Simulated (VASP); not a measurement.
Write the native input for VASP 6.6.1 that does the following.

| Property | Result |
| --- | --- |
| Task | single point |
| Functional | LDA |
| Potentials or basis | VASP PAW LDA potentials, release 64 (Zn) |
| Cutoff | 520 eV |
| k mesh | 10 × 10 × 10 |
| Occupations | fermi-dirac, width 0.15 eV |
| Spin | no spin polarisation |
| Dipole correction | no |
| Further INCAR settings | ALGO = Normal; EDIFF = 1e-06; NBANDS = 12 |

The structure of Zn lies in POSCAR:

```
Zn
1.0
    0.0000000000      1.9713075563      1.9713075563
    1.9713075563      0.0000000000      1.9713075563
    1.9713075563      1.9713075563      0.0000000000
Zn
1
Direct
    0.0000000000      0.0000000000      0.0000000000
```

This isn't the form of Zn at room conditions, which is hcp.

These files were run (other wordings do the same):

INCAR

```
PREC = Accurate
ENCUT = 520
EDIFF = 1E-6
ISMEAR = -1
SIGMA = 0.15
LREAL = F
LASPH = T
NELM = 80
ALGO = Normal
ISIF = 2
LWAVE = F
LCHARG = F
NBANDS = 12
```

KPOINTS

```
Automatic mesh
0
Gamma
  10 10 10
```

Potentials or basis: VASP PAW LDA potentials, release 64 (Zn).

Command:

```bash
$ cat potpaw_LDA.64/Zn/POTCAR > POTCAR
$ mpirun -np 1 vasp_std > vasp.out
```

Results of the run:

```json
{
  "Pressure": "-8.5 GPa",
  "Band gap on the k mesh": "none (metal or under the smearing width)"
}
```

It took 6.4 s on 1 thread of Intel(R) Xeon(R) Platinum 8488C (Sapphire Rapids), on a shared host, peak memory 0.13 GiB.
